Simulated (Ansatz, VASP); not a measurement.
# HgTe in two plane-wave programs

Aim: how closely do two programs agree when they are given the same cell, functional and k mesh? The cell is taken from a series of VASP runs on this material, whose earlier steps may have relaxed, scaled or displaced it; both programs get it as it stands.

Main program and level: Ansatz 0.2.0; plane waves, with VASP 6.6.1 beside it; zone-centre phonons at LDA.

### Step 1. The structure

The structure is cubic, space group F-43m (No. 216). The conventional cell has a = 6.460 Å, b = 6.460 Å, c = 6.460 Å, α = 90.00°, β = 90.00°, γ = 90.00°. Hg has 4 Te at 2.80 Å nearest. Te has 4 Hg at 2.80 Å nearest. Farther neighbours and most contacts between anions are not listed.

### Step 2. VASP: zone-centre phonons, LDA

Second derivatives magnify differences that forces hide, and they need a tight electronic threshold.

Lines of VASP's logs that name or quote its potential files are left out, and so is its time.

File INCAR:

```
SYSTEM = HgTe
PREC = Accurate
ENCUT = 450
EDIFF = 1E-08
NELM = 100
ISMEAR = 0
SIGMA = 0.05
LREAL = .FALSE.
ALGO = Normal
GGA = CA
NBANDS = 15
LORBIT = 11
LWAVE = .FALSE.
LCHARG = .FALSE.
KPAR = 4
IBRION = 8
ISIF = 2
```

File POSCAR:

```
HgTe
1.0
    0.0000000000      3.2300000000      3.2300000000
    3.2300000000      0.0000000000      3.2300000000
    3.2300000000      3.2300000000      0.0000000000
Hg Te
1 1
Direct
    0.0000000000      0.0000000000      0.0000000000
    0.7500000000      0.7500000000      0.7500000000
```

File KPOINTS:

```
Automatic mesh
0
Gamma
10 10 10
0 0 0
```

Potentials, in the order of the species: Hg and Te (LDA family, release 64).

Command:

```bash
mpirun -np 4 vasp_std
```

Numbers of over 12 decimals in the logs are rounded to 6 here.

What it wrote:

```text
[banner, memory and clock lines left out]
running    4 mpi-ranks, on    1 nodes
 distrk:  each k-point on    1 cores,    4 groups
 distr:  one band on    1 cores,    1 groups

 POSCAR found type information on POSCAR HgTe
 POSCAR found :  2 types and       2 ions
 LDA part: xc-table for (Slater(with rela. corr.)+CA(PZ))
 , standard interpolation
 POSCAR, INCAR and KPOINTS ok, starting setup
 FFT: planning ... GRIDC
 FFT: planning ... GRID_SOFT
 FFT: planning ... GRID
 WAVECAR not read
 entering main loop
       N       E                     dE             d eps       ncg     rms          rms(c)
DAV:   1     0.953652591449E+02    0.95365E+02   -0.73184E+03  1418   0.915E+02
DAV:   2    -0.177286596382E+01   -0.97138E+02   -0.91685E+02  1571   0.230E+02
DAV:   3    -0.523194927955E+01   -0.34591E+01   -0.34487E+01  1760   0.444E+01
DAV:   4    -0.526686774543E+01   -0.34918E-01   -0.34915E-01  2058   0.398E+00
DAV:   5    -0.526694413048E+01   -0.76385E-04   -0.76385E-04  1900   0.181E-01    0.770E+00
DAV:   6    -0.505484801921E+01    0.21210E+00   -0.42789E-01  1564   0.927E+00    0.612E+00
DAV:   7    -0.504126019791E+01    0.13588E-01   -0.95474E-02  1578   0.224E+00    0.217E+00
DAV:   8    -0.503858005624E+01    0.26801E-02   -0.10517E-02  1592   0.126E+00    0.543E-01
DAV:   9    -0.503822282225E+01    0.35723E-03   -0.72565E-04  1809   0.308E-01    0.122E-01
DAV:  10    -0.503821691381E+01    0.59084E-05   -0.67303E-05  1724   0.775E-02    0.522E-02
DAV:  11    -0.503821881793E+01   -0.19041E-05   -0.15563E-05  1698   0.360E-02    0.269E-02
DAV:  12    -0.503821774968E+01    0.10682E-05   -0.27773E-06  1564   0.149E-02    0.122E-02
DAV:  13    -0.503821777193E+01   -0.22249E-07   -0.21230E-07  1753   0.293E-03    0.875E-03
DAV:  14    -0.503821773870E+01    0.33229E-07   -0.79546E-08  1683   0.348E-03    0.188E-03
DAV:  15    -0.503821773678E+01    0.19165E-08   -0.20981E-08  1515   0.775E-04
   1 F= -.50382177E+01 E0= -.50381790E+01  d E =-.774623E-04
 Linear response reoptimize wavefunctions to high precision
DAV:   1    -0.503821773692E+01   -0.14097E-09   -0.45417E-10  1069   0.143E-04
DAV:   2    -0.503821773687E+01    0.58662E-10   -0.63531E-11   810   0.521E-05
 Linear response DOF=           2
 Linear response progress:
  Degree of freedom:   1/  2
       N       E                     dE             d eps       ncg     rms          rms(c)
RMM:   1    -0.379520470285E+00   -0.37952E+00   -0.15125E-01  8249   0.275E+00
RMM:   2    -0.377849710928E+00    0.16708E-02   -0.17072E-03  7844   0.293E-01    0.123E-01
RMM:   3    -0.377455366957E+00    0.39434E-03   -0.75440E-05  8526   0.524E-02    0.728E-02
RMM:   4    -0.377111571664E+00    0.34380E-03   -0.47274E-05  8232   0.385E-02    0.157E-02
RMM:   5    -0.377108372485E+00    0.31992E-05   -0.18138E-06  8976   0.872E-03    0.200E-03
RMM:   6    -0.377117379136E+00   -0.90067E-05   -0.40997E-08  8855   0.144E-03    0.560E-04
RMM:   7    -0.377117814836E+00   -0.43570E-06   -0.12529E-08  8992   0.451E-04    0.111E-04
RMM:   8    -0.377117572721E+00    0.24211E-06   -0.26078E-09  9154   0.143E-04    0.487E-05
RMM:   9    -0.377117741454E+00   -0.16873E-06   -0.18137E-09  8994   0.753E-05    0.835E-06
RMM:  10    -0.377117719943E+00    0.21511E-07   -0.17133E-09  9446   0.422E-05    0.278E-06
RMM:  11    -0.377117720746E+00   -0.80234E-09    0.28259E-09  7907   0.370E-05    0.499E-07
 first order change of Fermi-energy  -0.89929E-04
 force on displaced ion       1 direction 1 :  -3.815  -0.000  -0.000
 Linear response progress:
  Degree of freedom:   2/  2
       N       E                     dE             d eps       ncg     rms          rms(c)
RMM:   1    -0.481289201891E-01   -0.48129E-01    0.58199E-02 12609   0.105E+00
RMM:   2    -0.486088658088E-01   -0.47995E-03   -0.17276E-03  7999   0.279E-01    0.126E-01
RMM:   3    -0.486103009225E-01   -0.14351E-05   -0.10336E-04  8293   0.596E-02    0.770E-02
RMM:   4    -0.486523909310E-01   -0.42090E-04   -0.29922E-05  8351   0.312E-02    0.882E-03
RMM:   5    -0.486558833346E-01   -0.34924E-05   -0.12076E-06  8525   0.613E-03    0.454E-03
RMM:   6    -0.486559629069E-01   -0.79572E-07   -0.14068E-08  8580   0.164E-03    0.184E-03
RMM:   7    -0.486542479587E-01    0.17149E-05    0.43935E-08  8534   0.590E-04    0.765E-04
RMM:   8    -0.486542945307E-01   -0.46572E-07   -0.22278E-08  8683   0.209E-04    0.184E-04
RMM:   9    -0.486543107736E-01   -0.16243E-07   -0.30849E-08  8531   0.606E-05    0.138E-05
RMM:  10    -0.486543473403E-01   -0.36567E-07   -0.16961E-08  8862   0.235E-05    0.629E-06
RMM:  11    -0.486543701531E-01   -0.22813E-07   -0.25637E-10  8212   0.159E-05    0.304E-06
RMM:  12    -0.486543810973E-01   -0.10944E-07   -0.95120E-09  6380   0.128E-05    0.454E-07
RMM:  13    -0.486543789639E-01    0.21334E-08   -0.15825E-08  3624   0.122E-05    0.156E-07
 first order change of Fermi-energy   0.32098E-03
 force on displaced ion       2 direction 1 :  -3.814  -0.000  -0.000
 Linear response finished
```

Parts of OUTCAR (step 2):

```text
ion  position               nearest neighbor table
   1  0.000  0.000  0.000-   2 2.80   2 2.80   2 2.80   2 2.80
   2  0.750  0.750  0.750-   1 2.80   1 2.80   1 2.80   1 2.80

  LATTYP: Found a face centered cubic cell.
 ALAT       =     6.4600000000

 Subroutine GETGRP returns: Found 24 space group operations
 (whereof 24 operations were pure point group operations)

The static configuration has the point symmetry T_d .

 Found     47 irreducible k-points:

   k-points           NKPTS =     47   k-points in BZ     NKDIM =     47   number of bands    NBANDS=     15

   dimension x,y,z NGX =    32 NGY =   32 NGZ =   32
   dimension x,y,z NGXF=    64 NGYF=   64 NGZF=   64

   ENCUT  =  450.0 eV  33.07 Ry    5.75 a.u.   7.90  7.90  7.90*2*pi/ulx,y,z

   NELECT =      18.0000    total number of electrons

 k-points in reciprocal lattice and weights: Automatic mesh
   0.00000000  0.00000000  0.00000000       0.001
   0.10000000  0.00000000  0.00000000       0.008
   0.20000000  0.00000000  0.00000000       0.008
   0.30000000  0.00000000  0.00000000       0.008
   0.40000000  0.00000000  0.00000000       0.008
   0.50000000  0.00000000  0.00000000       0.004
   0.10000000  0.10000000  0.00000000       0.006
   0.20000000  0.10000000  0.00000000       0.024
   0.30000000  0.10000000  0.00000000       0.024
[...]
-0.30000000  0.40000000  0.20000000       0.024
  -0.30000000  0.50000000  0.20000000       0.012

 average (electrostatic) potential at core
       1 -40.8259       2 -92.2573

  Total       -0.1050369     -0.1050369     -0.1050369     -0.0000000      0.0000000      0.0000000
  in kB       -2.4969792     -2.4969792     -2.4969792     -0.0000000      0.0000000      0.0000000
  external PRESSURE =      -2.4969792 kB  Pullay stress =       0.0000000 kB

  energy-cutoff  :      450.00
  volume of cell :       67.40
      direct lattice vectors                 reciprocal lattice vectors
     0.000000000  3.230000000  3.230000000    -0.154798762  0.154798762  0.154798762
     3.230000000  0.000000000  3.230000000     0.154798762 -0.154798762  0.154798762
     3.230000000  3.230000000  0.000000000     0.154798762  0.154798762 -0.154798762

 POSITION                                       TOTAL-FORCE (eV/Angst)
 -----------------------------------------------------------------------------------
      0.00000      0.00000      0.00000         0.000000      0.000000     -0.000000
      4.84500      4.84500      4.84500        -0.000000     -0.000000      0.000000
 -----------------------------------------------------------------------------------
    total drift:                               -0.000000     -0.000000      0.000000

 Eigenvectors and eigenvalues of the dynamical matrix
 ----------------------------------------------------

   1 f  =    3.457277 THz    21.722714 2PiTHz  115.322356 cm-1    14.298143 meV
             X         Y         Z           dx          dy          dz
      0.000000  0.000000  0.000000     0.000000    0.623604    0.000000
      4.845000  4.845000  4.845000     0.000000   -0.781740    0.000000

   2 f  =    3.457277 THz    21.722714 2PiTHz  115.322356 cm-1    14.298143 meV
             X         Y         Z           dx          dy          dz
      0.000000  0.000000  0.000000    -0.623604    0.000000    0.000000
      4.845000  4.845000  4.845000     0.781740    0.000000    0.000000

   3 f  =    3.457277 THz    21.722714 2PiTHz  115.322356 cm-1    14.298143 meV
             X         Y         Z           dx          dy          dz
      0.000000  0.000000  0.000000     0.000000    0.000000   -0.623604
      4.845000  4.845000  4.845000     0.000000    0.000000    0.781740

   4 f/i=    0.000294 THz     0.001850 2PiTHz    0.009822 cm-1     0.001218 meV
             X         Y         Z           dx          dy          dz
      0.000000  0.000000  0.000000     0.781740    0.000000    0.000000
      4.845000  4.845000  4.845000     0.623604    0.000000    0.000000

   5 f/i=    0.000294 THz     0.001850 2PiTHz    0.009822 cm-1     0.001218 meV
             X         Y         Z           dx          dy          dz
      0.000000  0.000000  0.000000     0.000000   -0.781740    0.000000
      4.845000  4.845000  4.845000     0.000000   -0.623604    0.000000

   6 f/i=    0.000294 THz     0.001850 2PiTHz    0.009822 cm-1     0.001218 meV
             X         Y         Z           dx          dy          dz
      0.000000  0.000000  0.000000     0.000000    0.000000    0.781740
      4.845000  4.845000  4.845000     0.000000    0.000000    0.623604

 ELASTIC MODULI CONTR FROM IONIC RELAXATION (kBar)
 Direction    XX          YY          ZZ          XY          YZ          ZX
 --------------------------------------------------------------------------------
 XX          -0.0000     -0.0000     -0.0000      0.0000      0.0000     -0.0000
 YY          -0.0000     -0.0000     -0.0000      0.0000      0.0000      0.0000
 ZZ          -0.0000     -0.0000     -0.0000      0.0000      0.0000     -0.0000
 XY           0.0000      0.0000      0.0000   -169.0632      0.0000      0.0000
 YZ           0.0000      0.0000      0.0000      0.0000   -169.0632      0.0000
 ZX          -0.0000      0.0000     -0.0000      0.0000      0.0000   -169.0632
 --------------------------------------------------------------------------------
```

### Step 3. Ansatz: zone-centre phonons, LDA

Ansatz runs on its default PAW (the set named soft_2) files.

The same cell, functional (in two slightly different forms), mesh and smearing now go to Ansatz, which takes its cutoff from its data sets.

File input.yaml:

```yaml
crystal:
  lattice:
    - [0.0, 3.23, 3.23]
    - [3.23, 0.0, 3.23]
    - [3.23, 3.23, 0.0]
  atoms:
    - { symbol: Hg, position: [0.0, 0.0, 0.0] }
    - { symbol: Te, position: [0.75, 0.75, 0.75] }
hamiltonian:
  xc: lda
  pseudopotentials: { kind: paw }
kpoints:
  mp_grid: { grid: [10, 10, 10] }
scf:
  occupations: { method: gaussian, width: 0.05 }
phonons:
  method: dfpt
  qpoints: [[0, 0, 0]]
```

Command:

```bash
ansatz run input.yaml --threads 4 --pin off --max-ram 9216MiB --backend cpu --events-out ev --progress --plain --runs-dir out
```

What it wrote:

```text
zone centre: on kpoints.mp_grid the ground state, and the responses unless they are solved on pairs of k-points, stand on 102 of the mesh's 1000 k-points, reduced under 8 symmetry operations, with k and −k counted as one. Each operation leaves every solved displacement unchanged or reverses it
Engine: ansatz 0.2.0, aarch64-unknown-linux-gnu
Pseudopotentials: kind: paw
Pseudopotential: Hg, paw, valence charge 20, recommended cutoff 420 eV (normal), Hg.paw.azcp
Pseudopotential: Te, paw, valence charge 16, recommended cutoff 420 eV (normal), Te.paw.azcp
Functional definition: SPW92
  exchange = slater_x
  correlation = pw_c
Crystal: 2 atoms, lattice volume = 67.397 Å³
Basis set: ecut = 420 eV, 1363 PW (Γ), exchange–correlation on 64×64×64 points (8 copies of the dense FFT grid, shifted against one another)
Bands: 22, of which v1, the nominal top of the filled ones, is band 18 counted from 1 (17 counted from 0)
Symmetry: 24 space group operations
k-points: 102 of 1000 (irreducible under 8 space group operations, time reversal used)
Non-local potential: Hg, projectors of the file, l = 0: 3, l = 1: 2, l = 2: 2, l = 3: 1
Non-local potential: Te, projectors of the file, l = 0: 2, l = 1: 2, l = 2: 2, l = 3: 2
PAW form: soft (Blöchl's): semilocal exchange-correlation on the pseudo side does not see the compensation charge
PAW frozen core: Hg, regenerated for the run's functional, and the local potential with it (the file was generated under x = pbe(κ = 0.804, μ = 0.219515), c = pbe(β = 0.066725))
PAW frozen core: Te, regenerated for the run's functional, and the local potential with it (the file was generated under x = pbe(κ = 0.804, μ = 0.219515), c = pbe(β = 0.066725))
PAW one-centre angular grid: Hg, 590 points (default); XC on 64 Gauss nodes
PAW one-centre angular grid: Te, 590 points (default); XC on 64 Gauss nodes
Initial density: superposition of atomic densities (neutral atoms: chi_scale 0, normalization atom), corrected by the library's trained network
Initial wavefunctions: pseudopotential atomic-orbital guess
Functional: x = slater, c = lda
SCF iter   1: F=—  HF=-20349.890002 eV  |F-HF|=—  |Δ(HF+E_count)|=         —  Δρ=4.50e-3  dr2=9.42e-3  ethr=1.77e-3  ⟨swp⟩=6.1  Hψ=10624  notcnv=0
preconditioner: auto → none  [insulator: Δε(μ)=0.446 eV  Ē_g=10.504 eV  σ=0.050 eV  W_gap=0.67  n_scr=14 (ndim 8)  ℏωp=19.2 eV  f_vac=0.183  D(μ)=0.06/eV (n_scr^D=0)  ε∞_Penn≈4.3]
SCF iter   2: F=—  HF=-20349.886856 eV  |F-HF|=—  |Δ(HF+E_count)|=   3.15e-3  Δρ=1.88e-3  dr2=8.35e-4  ethr=2.62e-5  ⟨swp⟩=2.0  Hψ=4880  notcnv=0
SCF iter   3: F=—  HF=-20349.886886 eV  |F-HF|=—  |Δ(HF+E_count)|=   2.99e-5  Δρ=6.98e-4  dr2=1.27e-4  ethr=2.32e-6  ⟨swp⟩=1.0  Hψ=2244  notcnv=0
SCF iter   4: F=—  HF=-20349.886897 eV  |F-HF|=—  |Δ(HF+E_count)|=   1.09e-5  Δρ=1.12e-4  dr2=1.11e-5  ethr=3.54e-7  ⟨swp⟩=2.7  Hψ=3728  notcnv=0
SCF iter   5: F=—  HF=-20349.886888 eV  |F-HF|=—  |Δ(HF+E_count)|=   9.09e-6  Δρ=1.88e-5  dr2=1.93e-7  ethr=3.09e-8  ⟨swp⟩=2.0  Hψ=3061  notcnv=0
SCF iter   6: F=—  HF=-20349.886891 eV  |F-HF|=—  |Δ(HF+E_count)|=   2.95e-6  Δρ=4.93e-6  dr2=1.38e-8  ethr=5.37e-10  ⟨swp⟩=2.0  Hψ=3126  notcnv=0
SCF iter   7: F=—  HF=-20349.886891 eV  |F-HF|=—  |Δ(HF+E_count)|=   2.47e-9  Δρ=7.63e-7  dr2=4.16e-10  ethr=3.83e-11  ⟨swp⟩=2.5  Hψ=4163  notcnv=0
SCF iter   8: F=-20349.886891 eV  HF=-20349.886891 eV  |F-HF|=3.64e-12  |Δ(HF+E_count)|=  5.09e-11  Δρ=9.77e-8  dr2=4.52e-12  ethr=1.00e-12  ⟨swp⟩=5.1  Hψ=11799  notcnv=0
SCF 1 converged in 8 iterations: F = -20349.886891 eV  dr2 = 4.52e-12
  greatest PAW one-centre occupation: 1.000 electrons in one spin orbital (limit 2), on the Hg atom at site 0 (counted from 0), in its partial waves of l = 0
DFPT response loops at Γ: preconditioner auto → none (partly filled bands, converged f_vac=0.176); β = 0.50; Broyden in place of MSR1
SCF converged after 8 iterations
Free energy (F): -20349.886891 eV
Harris-Foulkes:  -20349.886891 eV  (|F-HF|=3.64e-12)
Internal energy: -20349.886814 eV  (E = F + TS)
E sigma→0 (E₀):  -20349.886852 eV
Entropy (-TS):   -0.000077 eV (-0.039 meV/atom)
Fermi energy:    8.444700 eV
--- Per-component energies (eV) ---
  E_band       = -782.658340
  E_kinetic    = 785.798117
  E_local      = -4813.549132  (includes V_loc(G=0)·N_el)
  E_nonlocal   = -224.470922
  E_hartree    = 2332.929005
  E_xc         = -342.607856
  E_vxc        = -366.636258  (∫ρ·V_xc dr)
  E_paw        = -14165.105564  (= ΣΔE_a)
  E_vpaw       = -829.658883  (= ΣTr[D̂ρ^β])
  E_aug_tail   = 0.000601  (compensation charges beyond the density's cutoff)
  E_ewald      = -3924.135817
  E_core_change = 1.254754  (= ΣΔE_core)
  E_smearing   = -0.000077  (= −TS)
  E_closure    = -0.000000  (closes the sum)
  Σ components = -20349.886891   (vs F -20349.886891, Δ=0.00e0)
--- Band table (eV; the first three rows and the last of 102) ---
  k-point 0: bands = [... 14 lower, 1.6182, 7.5095, 8.4294, 8.4294, 8.4294, 12.6164, 12.6164, 12.6164]
  k-point 1: bands = [... 14 lower, 1.6165, 6.7608, 8.3121, 8.3121, 8.8875, 12.4755, 12.7728, 12.7728]
  k-point 2: bands = [... 14 lower, 1.6151, 5.5849, 8.0351, 8.0351, 9.1772, 12.7757, 13.1064, 13.1064]
  k-point 101: bands = [... 14 lower, 2.2116, 2.8521, 5.7608, 5.8716, 11.3369, 12.4134, 14.1996, 14.6825]
--- Phonons (Γ-DFPT): 2 representative perturbations + reference, on 102 of 1000 k-points (Σ response iterations 6) ---
  k mesh reduced under 8 symmetry operations, with k and −k counted as one. Each operation leaves every solved displacement unchanged or reverses it
  ASR residual: 6.460e-5 → 0.000e0 eV/Å²; symmetrization residual: 3.588e-5 eV/Å²
  ASR residual per site (eV/Å²): 2.40e-5 6.46e-5
  Γ frequencies (cm⁻¹): 0.00 0.00 0.00 112.50 112.50 112.50
  non-analytic LO–TO correction: not included (Born effective charges unavailable; polar crystals: no LO–TO splitting at Γ)
--- Phonons (arbitrary-q DFPT): 1 explicit q-point ---
  q = [0, 0, 0] (of the zone-centre solve; hermiticity 1.98e-5, symmetrization 9.35e-13): -0.00 0.00 0.00 112.50 112.50 112.50
  sum rule: each row above includes the acoustic sum rule's correction from the zone centre's row sums; it moved no ω² by more than (0.37 cm⁻¹)²
```

Run time: 10 s. Hardware: 4 threads of Arm Neoverse V2, shared host; peak memory 0.68 GiB.

### Step 4. Differences

Known differences besides the potentials themselves: the two LDA forms differ slightly; the data sets hold 36 valence electrons in Ansatz (default PAW (the set named soft_2) files) and 18 in VASP; the cutoff is 420 eV in Ansatz and 450 eV in VASP; VASP's log shows a relativistic correction to its local exchange, Ansatz's none. Total energies have different zeros and are not compared.

Compared:

```
                  quantity  Ansatz   VASP  difference
optical mode 1 to 3 (cm⁻¹)   112.5  115.3     -2.45 %
```

Modes are paired by rising frequency and degeneracy, not by their patterns, so a pair may still set unlike modes beside each other.

### Step 5. Summary of results

| Property | Result |
| --- | --- |
| r.m.s. difference of the optical zone-centre modes, each program's sorted by frequency (zone-centre phonons, LDA) | 2.8 cm⁻¹ |
| difference in optical mode 1 to 3 (zone-centre phonons, LDA) | -2.4 % |

The r.m.s. difference of the optical zone-centre modes, each program's sorted by frequency is 2.8 cm⁻¹ (zone-centre phonons, LDA). Among the rows given in per cent, the largest difference of the zone-centre phonons, LDA pair is in optical mode 1 to 3, -2.4 %. How closely two codes agree says nothing of how well the functional describes the real material.

[Lines on the potential files, build, host, timing and source positions are cut from VASP's logs without a mark.]

[Logs are printed without paths, hosts, clocks, repeated set-up lines and the standing remarks that a program may print on its own settings, such as how far it seeks lower states.]

[Hosts, paths, dates, database ids (printed as entryN), source tags and the programs' standing remarks are cut or masked in the printed files.]
